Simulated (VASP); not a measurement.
These are PBE GGA, VASP's PBE PAW potentials (set 64) (plane waves; VASP) values and carry that method's errors.

The input files of a VASP run:

POSCAR:
```
AlC31Si32
1.0
  8.7583314355   0.0000000000   0.0000000000
  0.0000000000   8.7583314355   0.0000000000
  0.0000000000   0.0000000000   8.7583314355
Si C Al
32 31 1
direct
  0.5000000000   0.0000000000   0.0000000000
  0.7500000000   0.2500000000   0.0000000000
  0.7500000000   0.0000000000   0.2500000000
  0.0000000000   0.0000000000   0.0000000000
  0.2500000000   0.2500000000   0.0000000000
  0.5000000000   0.5000000000   0.0000000000
  0.7500000000   0.7500000000   0.0000000000
  0.2500000000   0.0000000000   0.2500000000
  0.5023210000   0.2556390000   0.2515680000
  0.7443200000   0.4950950000   0.2507830000
  0.5000000000   0.0000000000   0.5000000000
  0.7451240000   0.2475020000   0.4952490000
  0.7500000000   0.0000000000   0.7500000000
  0.0000000000   0.5000000000   0.0000000000
  0.2500000000   0.7500000000   0.0000000000
  0.0000000000   0.2500000000   0.2500000000
  0.2500000000   0.5000000000   0.2500000000
  0.5000000000   0.7500000000   0.2500000000
  0.0000000000   0.0000000000   0.5000000000
  0.2500000000   0.2500000000   0.5000000000
  0.4976020000   0.5004570000   0.4955750000
  0.7500000000   0.7500000000   0.5000000000
  0.2500000000   0.0000000000   0.7500000000
  0.5000000000   0.2500000000   0.7500000000
  0.7500000000   0.5000000000   0.7500000000
  0.0000000000   0.7500000000   0.2500000000
  0.0000000000   0.5000000000   0.5000000000
  0.2500000000   0.7500000000   0.5000000000
  0.0000000000   0.2500000000   0.7500000000
  0.2500000000   0.5000000000   0.7500000000
  0.5000000000   0.7500000000   0.7500000000
  0.0000000000   0.7500000000   0.7500000000
  0.6205560000   0.1262700000   0.1226650000
  0.8799640000   0.3789240000   0.1284400000
  0.8802160000   0.1281620000   0.3760380000
  0.1250000000   0.1250000000   0.1250000000
  0.3781330000   0.3755590000   0.1210810000
  0.6274840000   0.6194480000   0.1251510000
  0.8750000000   0.8750000000   0.1250000000
  0.3789040000   0.1262100000   0.3744880000
  0.8769430000   0.6289840000   0.3721900000
  0.6306730000   0.1204140000   0.6284030000
  0.8796940000   0.3775510000   0.6282640000
  0.8750000000   0.1250000000   0.8750000000
  0.1250000000   0.6250000000   0.1250000000
  0.3750000000   0.8750000000   0.1250000000
  0.1250000000   0.3750000000   0.3750000000
  0.3696710000   0.6215410000   0.3722810000
  0.6250000000   0.8750000000   0.3750000000
  0.1250000000   0.1250000000   0.6250000000
  0.3790660000   0.3693880000   0.6206950000
  0.6282760000   0.6215820000   0.6243370000
  0.8750000000   0.8750000000   0.6250000000
  0.3750000000   0.1250000000   0.8750000000
  0.6250000000   0.3750000000   0.8750000000
  0.8750000000   0.6250000000   0.8750000000
  0.1250000000   0.8750000000   0.3750000000
  0.1250000000   0.6250000000   0.6250000000
  0.3750000000   0.8750000000   0.6250000000
  0.1250000000   0.3750000000   0.8750000000
  0.3750000000   0.6250000000   0.8750000000
  0.6250000000   0.8750000000   0.8750000000
  0.1250000000   0.8750000000   0.8750000000
  0.6194760000   0.3708670000   0.3766670000
```

KPOINTS:
```
Automatic mesh
0
Gamma
1 1 1
0 0 0
```

**INCAR**
```
# general
SYSTEM = AlC31Si32
PREC   = Normal
ENCUT  = 400
LREAL  = Auto
LASPH  = .TRUE.
ISYM   = 0
NELECT = 254.0

# electronic loop
EDIFF  = 1E-5
NELM   = 100
NELMIN = 4
ALGO   = Fast

# smearing
ISMEAR = 0
SIGMA  = 0.05

# functional
GGA    = PE

# ions
IBRION = 2
NSW    = 60
ISIF   = 2
EDIFFG = -0.03

# output
LWAVE  = .TRUE.
LCHARG = .FALSE.
```

POTCAR, in this order: Si C Al (PBE.64 set). Program: vasp_gam.

Output

OUTCAR:
```
 ion  position               nearest neighbor table
   1  0.500  0.000  0.000-  33 1.87  46 1.90  54 1.90  62 1.90   8 3.10  13 3.10  15 3.10  18 3.10
                            23 3.10  24 3.10  31 3.10   2 3.10   3 3.10   5 3.10   7 3.10   9 3.14
   2  0.750  0.250  0.000-  44 1.90  55 1.90  33 1.90  34 1.96  10 3.07   9 3.09  13 3.10  14 3.10
                            16 3.10  24 3.10  25 3.10  29 3.10   4 3.10   6 3.10   1 3.10   3 3.10
   3  0.750  0.000  0.250-  39 1.90  49 1.90  33 1.94  35 1.94  12 3.05   1 3.10  16 3.10  18 3.10
                            19 3.10  22 3.10  26 3.10   2 3.10   4 3.10   7 3.10  11 3.10   9 3.12
   4  0.000  0.000  0.000-  36 1.90  39 1.90  44 1.90  63 1.90   8 3.10  13 3.10  15 3.10  16 3.10
                            23 3.10  26 3.10  29 3.10  32 3.10   2 3.10   3 3.10   5 3.10   7 3.10
   5  0.250  0.250  0.000-  37 1.90  36 1.90  54 1.90  60 1.90  14 3.10  16 3.10  17 3.10  23 3.10
                            24 3.10  29 3.10  30 3.10   1 3.10   4 3.10   6 3.10   8 3.10   9 3.12
   6  0.500  0.500  0.000-  37 1.86  38 1.88  55 1.90  61 1.90  10 3.07   9 3.07  17 3.10  18 3.10
                            24 3.10  25 3.10  30 3.10  31 3.10   7 3.10   2 3.10   5 3.10  15 3.10
   7  0.750  0.750  0.000-  39 1.90  56 1.90  62 1.90  38 1.91  13 3.10  14 3.10  18 3.10  25 3.10
                            26 3.10  31 3.10  32 3.10   1 3.10   3 3.10   4 3.10   6 3.10  10 3.13
   8  0.250  0.000  0.250-  36 1.90  46 1.90  57 1.90  40 1.92  15 3.10  16 3.10  18 3.10  19 3.10
                            20 3.10  26 3.10  28 3.10   1 3.10   4 3.10   5 3.10  11 3.10   9 3.15
   9  0.502  0.256  0.252-  64 1.81  37 1.90  40 1.90  33 1.91  10 2.98  12 3.01  21 3.03   6 3.07
                            17 3.08   2 3.09  20 3.10   3 3.12   5 3.12  11 3.12   1 3.14   8 3.15
  10  0.744  0.495  0.251-  38 1.86  34 1.90  64 1.90  41 1.96   9 2.98  21 3.04  12 3.05   6 3.07
                             2 3.07  18 3.09  16 3.10  22 3.12  27 3.13   7 3.13  14 3.14
  11  0.500  0.000  0.500-  40 1.89  49 1.90  59 1.90  42 1.92  12 3.05  20 3.10  22 3.10  23 3.10
                            24 3.10  28 3.10  31 3.10   8 3.10   3 3.10  13 3.10  18 3.10   9 3.12
  12  0.745  0.248  0.495-  64 1.86  35 1.89  42 1.90  43 2.01   9 3.01  10 3.05  11 3.05   3 3.05
                            24 3.10  16 3.10  21 3.10  13 3.11  19 3.11  25 3.14  27 3.14
...
```

File OSZICAR:
```
...
DAV:   1    -0.474949020209E+03   -0.16147E-01   -0.66022E-01   336   0.211E+00    0.224E-01
RMM:   2    -0.474949597088E+03   -0.57688E-03   -0.14197E-02   320   0.296E-01    0.104E-01
RMM:   3    -0.474949607297E+03   -0.10209E-04   -0.26342E-03   324   0.119E-01    0.547E-02
RMM:   4    -0.474949633750E+03   -0.26453E-04   -0.56120E-04   333   0.518E-02    0.244E-02
RMM:   5    -0.474949641501E+03   -0.77503E-05   -0.90280E-05   308   0.221E-02
  41 F= -.47494964E+03 E0= -.47494964E+03  d E =-.167612E-01
       N       E                     dE             d eps       ncg     rms          rms(c)
DAV:   1    -0.474958008295E+03   -0.83745E-02   -0.12777E+00   336   0.293E+00    0.312E-01
RMM:   2    -0.474959140784E+03   -0.11325E-02   -0.27685E-02   320   0.414E-01    0.145E-01
RMM:   3    -0.474959164835E+03   -0.24051E-04   -0.51127E-03   324   0.167E-01    0.762E-02
RMM:   4    -0.474959215586E+03   -0.50751E-04   -0.10998E-03   332   0.725E-02    0.338E-02
RMM:   5    -0.474959231681E+03   -0.16096E-04   -0.18298E-04   339   0.311E-02    0.139E-02
RMM:   6    -0.474959235020E+03   -0.33391E-05   -0.33279E-05   222   0.139E-02
  42 F= -.47495924E+03 E0= -.47495924E+03  d E =-.263547E-01
       N       E                     dE             d eps       ncg     rms          rms(c)
DAV:   1    -0.474974977842E+03   -0.15746E-01   -0.97543E-01   336   0.257E+00    0.246E-01
RMM:   2    -0.474975462869E+03   -0.48503E-03   -0.15836E-02   320   0.311E-01    0.112E-01
RMM:   3    -0.474975420406E+03    0.42463E-04   -0.29225E-03   323   0.125E-01    0.562E-02
RMM:   4    -0.474975449330E+03   -0.28924E-04   -0.68679E-04   331   0.554E-02    0.242E-02
RMM:   5    -0.474975459849E+03   -0.10519E-04   -0.10679E-04   315   0.231E-02    0.111E-02
RMM:   6    -0.474975461885E+03   -0.20361E-05   -0.18105E-05   198   0.102E-02
  43 F= -.47497546E+03 E0= -.47497546E+03  d E =-.162269E-01
       N       E                     dE             d eps       ncg     rms          rms(c)
DAV:   1    -0.474984491921E+03   -0.90321E-02   -0.25001E+00   320   0.412E+00    0.396E-01
RMM:   2    -0.474985707592E+03   -0.12157E-02   -0.40615E-02   320   0.499E-01    0.180E-01
RMM:   3    -0.474985596427E+03    0.11116E-03   -0.75042E-03   323   0.201E-01    0.898E-02
RMM:   4    -0.474985666783E+03   -0.70356E-04   -0.17239E-03   330   0.887E-02    0.384E-02
RMM:   5    -0.474985693082E+03   -0.26299E-04   -0.27022E-04   340   0.369E-02    0.175E-02
RMM:   6    -0.474985698768E+03   -0.56865E-05   -0.50859E-05   258   0.166E-02
  44 F= -.47498570E+03 E0= -.47498570E+03  d E =-.264637E-01
       N       E                     dE             d eps       ncg     rms          rms(c)
DAV:   1    -0.474997428428E+03   -0.11735E-01   -0.13925E+00   320   0.309E+00    0.300E-01
RMM:   2    -0.474998043169E+03   -0.61474E-03   -0.22933E-02   320   0.374E-01    0.136E-01
RMM:   3    -0.474998016634E+03    0.26535E-04   -0.46785E-03   325   0.153E-01    0.677E-02
RMM:   4    -0.474998067027E+03   -0.50393E-04   -0.99645E-04   334   0.668E-02    0.308E-02
RMM:   5    -0.474998081542E+03   -0.14515E-04   -0.14843E-04   338   0.282E-02    0.117E-02
RMM:   6    -0.474998084496E+03   -0.29534E-05   -0.29002E-05   217   0.126E-02
  45 F= -.47499808E+03 E0= -.47499808E+03  d E =-.123857E-01
       N       E                     dE             d eps       ncg     rms          rms(c)
DAV:   1    -0.474999356121E+03   -0.12746E-02   -0.29599E-01   368   0.143E+00    0.138E-01
RMM:   2    -0.474999492922E+03   -0.13680E-03   -0.48956E-03   320   0.173E-01    0.628E-02
RMM:   3    -0.474999488977E+03    0.39445E-05   -0.10068E-03   325   0.709E-02    0.311E-02
RMM:   4    -0.474999500740E+03   -0.11762E-04   -0.21701E-04   335   0.310E-02    0.142E-02
RMM:   5    -0.474999503758E+03   -0.30189E-05   -0.29990E-05   219   0.130E-02
  46 F= -.47499950E+03 E0= -.47499950E+03  d E =-.138050E-01
       N       E                     dE             d eps       ncg     rms          rms(c)
DAV:   1    -0.475006079322E+03   -0.65786E-02   -0.48268E-01   320   0.184E+00    0.200E-01
RMM:   2    -0.475006240882E+03   -0.16156E-03   -0.91532E-03   320   0.238E-01    0.897E-02
RMM:   3    -0.475006237724E+03    0.31586E-05   -0.19818E-03   325   0.994E-02    0.461E-02
RMM:   4    -0.475006261089E+03   -0.23365E-04   -0.42365E-04   334   0.436E-02    0.215E-02
RMM:   5    -0.475006267008E+03   -0.59188E-05   -0.65493E-05   287   0.192E-02
  47 F= -.47500627E+03 E0= -.47500627E+03  d E =-.676325E-02
       N       E                     dE             d eps       ncg     rms          rms(c)
DAV:   1    -0.475006999399E+03   -0.73831E-03   -0.86903E-02   368   0.779E-01    0.846E-02
RMM:   2    -0.475007036111E+03   -0.36712E-04   -0.16939E-03   320   0.102E-01    0.382E-02
RMM:   3    -0.475007038964E+03   -0.28532E-05   -0.37194E-04   326   0.430E-02    0.201E-02
RMM:   4    -0.475007043691E+03   -0.47269E-05   -0.77611E-05   303   0.189E-02
  48 F= -.47500704E+03 E0= -.47500704E+03  d E =-.753993E-02
       N       E                     dE             d eps       ncg     rms          rms(c)
DAV:   1    -0.475009793849E+03   -0.27549E-02   -0.36333E-01   336   0.160E+00    0.179E-01
RMM:   2    -0.475009962388E+03   -0.16854E-03   -0.77738E-03   320   0.221E-01    0.807E-02
RMM:   3    -0.475009908796E+03    0.53593E-04   -0.15456E-03   322   0.907E-02    0.386E-02
RMM:   4    -0.475009924658E+03   -0.15863E-04   -0.34208E-04   328   0.396E-02    0.179E-02
RMM:   5    -0.475009928361E+03   -0.37027E-05   -0.53460E-05   259   0.174E-02
  49 F= -.47500993E+03 E0= -.47500993E+03  d E =-.288467E-02
       N       E                     dE             d eps       ncg     rms          rms(c)
DAV:   1    -0.475009929895E+03   -0.52369E-05   -0.76046E-05   344   0.238E-02    0.359E-03
RMM:   2    -0.475009929926E+03   -0.30141E-07   -0.24175E-06   188   0.414E-03    0.224E-03
RMM:   3    -0.475009929858E+03    0.67408E-07   -0.17809E-07    81   0.166E-03    0.108E-03
RMM:   4    -0.475009929846E+03    0.11747E-07   -0.20796E-07    74   0.162E-03
  50 F= -.47500993E+03 E0= -.47500993E+03  d E =-.288616E-02
       N       E                     dE             d eps       ncg     rms          rms(c)
DAV:   1    -0.475011073674E+03   -0.11438E-02   -0.15009E-01   320   0.104E+00    0.111E-01
RMM:   2    -0.475011157159E+03   -0.83486E-04   -0.28588E-03   320   0.133E-01    0.497E-02
RMM:   3    -0.475011142162E+03    0.14998E-04   -0.56752E-04   322   0.544E-02    0.247E-02
RMM:   4    -0.475011147714E+03   -0.55524E-05   -0.13492E-04   332   0.241E-02    0.110E-02
RMM:   5    -0.475011149119E+03   -0.14051E-05   -0.17693E-05   199   0.102E-02
  51 F= -.47501115E+03 E0= -.47501115E+03  d E =-.121927E-02
       N       E                     dE             d eps       ncg     rms          rms(c)
DAV:   1    -0.475011158306E+03   -0.10592E-04   -0.11806E-03   376   0.915E-02    0.997E-03
RMM:   2    -0.475011159386E+03   -0.10801E-05   -0.26247E-05   208   0.127E-02    0.463E-03
RMM:   3    -0.475011159462E+03   -0.76401E-07   -0.50958E-06   183   0.516E-03    0.256E-03
RMM:   4    -0.475011159540E+03   -0.77282E-07   -0.10407E-06   137   0.236E-03
  52 F= -.47501116E+03 E0= -.47501116E+03  d E =-.122969E-02
       N       E                     dE             d eps       ncg     rms          rms(c)
DAV:   1    -0.475011705804E+03   -0.54634E-03   -0.66006E-02   320   0.692E-01    0.658E-02
RMM:   2    -0.475011733046E+03   -0.27241E-04   -0.10439E-03   320   0.809E-02    0.306E-02
RMM:   3    -0.475011730107E+03    0.29381E-05   -0.23295E-04   324   0.342E-02    0.152E-02
RMM:   4    -0.475011733153E+03   -0.30452E-05   -0.49182E-05   244   0.147E-02
  53 F= -.47501173E+03 E0= -.47501173E+03  d E =-.573613E-03
```

### OUTCAR
```
------------------------ aborting loop because EDIFF is reached ----------------------------------------
  FORCE on cell =-STRESS in cart. coord.  units (eV):
  Direction    XX          YY          ZZ          XY          YZ          ZX
  --------------------------------------------------------------------------------------
  Total        0.5163147     -0.2132227     -0.3096185      3.0552479     -7.4711760      2.4318924
  in kB        1.2312916     -0.5084871     -0.7383688      7.2860627    -17.8170345      5.7995034
  external PRESSURE =      -0.0051881 kB  Pullay stress =       0.0000000 kB
  volume of cell :      671.84
      direct lattice vectors                 reciprocal lattice vectors
     8.758331436  0.000000000  0.000000000     0.114176999  0.000000000  0.000000000
     0.000000000  8.758331436  0.000000000     0.000000000  0.114176999  0.000000000
     0.000000000  0.000000000  8.758331436     0.000000000  0.000000000  0.114176999
  FREE ENERGIE OF THE ION-ELECTRON SYSTEM (eV)
  ---------------------------------------------------
  free  energy   TOTEN  =      -475.0117331527 eV

  energy  without entropy=     -475.0117331527  energy(sigma->0) =     -475.01173315

 reached required accuracy - stopping structural energy minimisation
```
(Selected blocks of OUTCAR.)

**CONTCAR**
```
AlC31Si32
   1.00000000000000
     8.7583314355000006    0.0000000000000000    0.0000000000000000
     0.0000000000000000    8.7583314355000006    0.0000000000000000
     0.0000000000000000    0.0000000000000000    8.7583314355000006
  Si              C               Al
    32    31     1
Direct
     0.4965636755406759    0.9986720197258305    0.9986313995690626
     0.7543751215299105    0.2543066639456097    0.9998009932418759
     0.7542309049718722    0.9997424552613132    0.2542291249780411
     0.0005957158996800    0.0015848798543252    0.0016062362024442
     0.2430078718827076    0.2486002180145103    0.9933999432811833
     0.5017771402642953    0.5048188203849751    0.0015541921507282
     0.7533895814051536    0.7554172411528585    0.9987893900811403
     0.2425961548653029    0.9929863658836722    0.2487179832018052
     0.4277439429795548    0.1911174304995313    0.1919383322386954
     0.7648460754318361    0.5234068607455261    0.2298412072807313
     0.5015075750904194    0.0012195062120917    0.5049141153349622
     0.7642571223524923    0.2305757337850069    0.5229744492850735
     0.7532737933386465    0.9990575847891938    0.7550712900726799
     0.0055663120725237    0.5064196465823506    0.9977201868870573
     0.2509007086653850    0.7496421742908612    0.0005740926136304
     0.0038960319959299    0.2521814972415220    0.2520156833266456
     0.2487198021965367    0.5032442339080748    0.2511538149507178
     0.5030053037541274    0.7543029531661862    0.2506946994478215
     0.0051796794966277    0.9977898970664992    0.5064783162026651
     0.2485806084617654    0.2509331013837522    0.5033509235496941
     0.4870649808552349    0.5180909854864570    0.5181916357156583
     0.7516932382640020    0.7536185366434254    0.5019612115750444
     0.2508786336939254    0.0005081249178154    0.7497204162395027
     0.5030312840397865    0.2508205529754857    0.7542364985242827
     0.7517547871779718    0.5019595866616109    0.7536939104295766
     0.0004071946534391    0.7507270441372450    0.2491928822533950
     0.0002686673437372    0.5012186274173570    0.5012573403448409
     0.2503133023252789    0.7499523845511349    0.5043433134222292
     0.0004436694804608    0.2491257879177470    0.7508464592898374
     0.2504469022948497    0.5041459152018094    0.7499584016993562
     0.4991338448133460    0.7517725096632532    0.7518829408210386
     0.0017725779113247    0.7508235311501190    0.7508464549105407
     0.6301508908377063    0.1332220451452379    0.1332186010560183
     0.8837406737502032    0.3773896233205331    0.1228767330229902
     0.8831885190536251    0.1232271611630759    0.3772667786268604
     0.1231018065943614    0.1263855739590041    0.1264500446384067
     0.3699297382453582    0.3814959354297490    0.1220249043917620
     0.6256300388169321    0.6379461831240638    0.1217250718713722
     0.8763428988931645    0.8775805083429710    0.1262894138279939
     0.3691167139748626    0.1210600253681060    0.3817568897030546
     0.8751736180515121    0.6284880096803325    0.3769889367013348
     0.6254587435419470    0.1220192228482226    0.6374071862819347
     0.8751409549397658    0.3770103895545074    0.6284999766187406
     0.8762961233179285    0.1262292070305197    0.8775567488220514
     0.1263361443406883    0.6280054045388097    0.1264862060871573
     0.3752173112694239    0.8735641268603856    0.1263727485763503
     0.1268055575332984    0.3773799211427867    0.3774400960825709
     0.3786783592520968    0.6263553083293483    0.3739978994451052
     0.6262920184408380    0.8789671402613750    0.3779904734941861
     0.1261318510537430    0.1263828198162382    0.6280748451857150
     0.3786239694034956    0.3738707267722519    0.6263970803092435
     0.6292182302921973    0.6267135428582649    0.6268080887857107
     0.8764357431805047    0.8759322686314579    0.6277715850758337
     0.3753021404336166    0.1264307781728317    0.8735604212052838
     0.6263455879754029    0.3779826377869606    0.8790386299175889
     0.8765835009813511    0.6277802578305717    0.8759622971834214
     0.1245791438238261    0.8698028035415128    0.3779686777049707
     0.1254362177842311    0.6254860409353898    0.6255897643684653
     0.3757619043599147    0.8749294342018925    0.6262272736384027
     0.1250043265000454    0.3777964073757483    0.8698295912315295
     0.3758285451627100    0.6259678634081418    0.8751304613375244
     0.6264616298675112    0.8750233440094244    0.8747333688229022
     0.1265659675691759    0.8760159952031333    0.8760645278499156
     0.6273219257097592    0.3133694227399899    0.3117818390136393
```

OUTCAR:
```
 val. band max:        9.0825505739   @ k =   0.0000   0.0000   0.0000

 cond. band min:       9.5989001246   @ k =   0.0000   0.0000   0.0000


 Fermi energy:         9.3408355333

 k-point     1 :       0.0000    0.0000    0.0000
  band No.  band energies     occupation
      1      -7.2857      2.00000
      2      -6.0083      2.00000
      3      -5.7506      2.00000
      4      -5.7222      2.00000
      5      -5.6869      2.00000
      6      -5.6850      2.00000
      7      -5.3695      2.00000
      8      -4.5406      2.00000
      9      -4.4683      2.00000
     10      -4.4075      2.00000
     11      -4.3957      2.00000
     12      -4.3409      2.00000
     13      -4.3023      2.00000
     14      -4.2624      2.00000
     15      -4.2398      2.00000
     16      -4.2192      2.00000
     17      -4.2177      2.00000
     18      -4.1962      2.00000
     19      -3.8418      2.00000
     20      -3.7757      2.00000
     21      -3.7504      2.00000
     22      -3.7431      2.00000
     23      -3.1228      2.00000
     24      -2.4129      2.00000
     25      -2.3746      2.00000
     26      -2.1662      2.00000
     27      -2.1285      2.00000
     28      -2.1138      2.00000
     29      -2.0876      2.00000
     30      -2.0703      2.00000
     31      -2.0645      2.00000
     32      -0.8655      2.00000
     33      -0.3556      2.00000
     34      -0.3204      2.00000
     35      -0.2537      2.00000
     36       0.2356      2.00000
     37       0.2901      2.00000
     38       0.3470      2.00000
     39       0.7622      2.00000
     40       0.9556      2.00000
     41       0.9696      2.00000
     42       1.0345      2.00000
     43       1.0509      2.00000
     44       1.1062      2.00000
     45       1.1519      2.00000
     46       1.5953      2.00000
     47       1.9089      2.00000
     48       1.9464      2.00000
     49       2.1111      2.00000
     50       2.1284      2.00000
     51       2.1712      2.00000
...
```

At this cut-off the stress carries a Pulay error, which pulls relaxed volumes low. The cell is charged, with a uniform compensating background. The supercell is sampled at Γ alone, which is coarse: total energies, pressure and levels can be off, energies of defects by several tenths of an eV.

The cell is a supercell with a defect, built from SiC (zinc blende): Al_C, charge +1. The run is not spin-polarised, so no state with unpaired spins was tried.
